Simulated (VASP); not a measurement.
Method: LDA (Ceperley-Alder, Perdew-Zunger), VASP's LDA PAW potentials (set 64) (plane waves; VASP 6.6.1).

VASP ran on this input.

**INCAR**
```
ALGO  =  Normal
EDIFF  =  1E-6
EDIFFG  =  -0.01
ENCUT  =  520
IBRION  =  2
ISIF  =  3
ISMEAR  =  0
LASPH  =  T
LCHARG  =  F
LREAL  =  F
LWAVE  =  F
NELM  =  100
NSW  =  60
PREC  =  Accurate
SIGMA  =  0.05
SYSTEM  =  C
```

POSCAR:
```
C
1
   -0.0000000000     1.7679180407     1.7679180407
    1.7679180407    -0.0000000000     1.7679180407
    1.7679180407     1.7679180407     0.0000000000
C
2
Direct
  0.0000000000   0.0000000000   0.0000000000
  0.2500000000   0.2500000000   0.2500000000
```

KPOINTS:
```
Automatic mesh
0
Gamma
11 11 11
0 0 0
```

POTCAR, in this order: C (LDA.64 set). Program: vasp_std.

Output of the run:

**OSZICAR**
```
       N       E                     dE             d eps       ncg     rms          rms(c)
DAV:   1    -0.163511321948E+01   -0.16351E+01   -0.50512E+03   936   0.987E+02
DAV:   2    -0.209659472419E+02   -0.19331E+02   -0.18213E+02  1360   0.111E+02
DAV:   3    -0.211059075923E+02   -0.13996E+00   -0.13996E+00  1032   0.122E+01
DAV:   4    -0.211060954035E+02   -0.18781E-03   -0.18781E-03  1240   0.492E-01
DAV:   5    -0.211060955012E+02   -0.97670E-07   -0.97670E-07   952   0.747E-03    0.589E+00
DAV:   6    -0.204682302637E+02    0.63787E+00   -0.51776E-01   928   0.559E+00    0.344E+00
DAV:   7    -0.202462856269E+02    0.22194E+00   -0.57220E-01  1080   0.586E+00    0.776E-01
DAV:   8    -0.202454814930E+02    0.80413E-03   -0.23166E-03   912   0.580E-01    0.262E-02
DAV:   9    -0.202454804010E+02    0.10920E-05   -0.12176E-05  1096   0.384E-02    0.237E-02
DAV:  10    -0.202454814596E+02   -0.10586E-05   -0.51948E-07   952   0.842E-03    0.331E-03
DAV:  11    -0.202454814323E+02    0.27304E-07   -0.20061E-08   472   0.141E-03
   1 F= -.20245481E+02 E0= -.20245481E+02  d E =-.202455E+02
```

### OUTCAR
```
------------------------ aborting loop because EDIFF is reached ----------------------------------------
  FORCE on cell =-STRESS in cart. coord.  units (eV):
  Direction    XX          YY          ZZ          XY          YZ          ZX
  --------------------------------------------------------------------------------------
  Total       -0.0008847     -0.0008847     -0.0008847      0.0000000     -0.0000000      0.0000000
  in kB       -0.1282528     -0.1282528     -0.1282528      0.0000000     -0.0000000      0.0000000
  external PRESSURE =      -0.1282528 kB  Pullay stress =       0.0000000 kB
  volume of cell :       11.05
      direct lattice vectors                 reciprocal lattice vectors
     0.000000000  1.767918041  1.767918041    -0.282818541  0.282818541  0.282818541
     1.767918041  0.000000000  1.767918041     0.282818541 -0.282818541  0.282818541
     1.767918041  1.767918041  0.000000000     0.282818541  0.282818541 -0.282818541
 POSITION                                       TOTAL-FORCE (eV/Angst)
 -----------------------------------------------------------------------------------
      0.00000      0.00000      0.00000        -0.000000     -0.000000     -0.000000
      0.88396      0.88396      0.88396         0.000000      0.000000      0.000000
 -----------------------------------------------------------------------------------
    total drift:                                0.000000      0.000000      0.000000
  FREE ENERGIE OF THE ION-ELECTRON SYSTEM (eV)
  ---------------------------------------------------
  free  energy   TOTEN  =       -20.2454814323 eV

  energy  without entropy=      -20.2454814323  energy(sigma->0) =      -20.24548143

 reached required accuracy - stopping structural energy minimisation
```
(Selected blocks of OUTCAR.)

The compound is C in the diamond structure. It was relaxed first. The start is the result of an earlier pass.
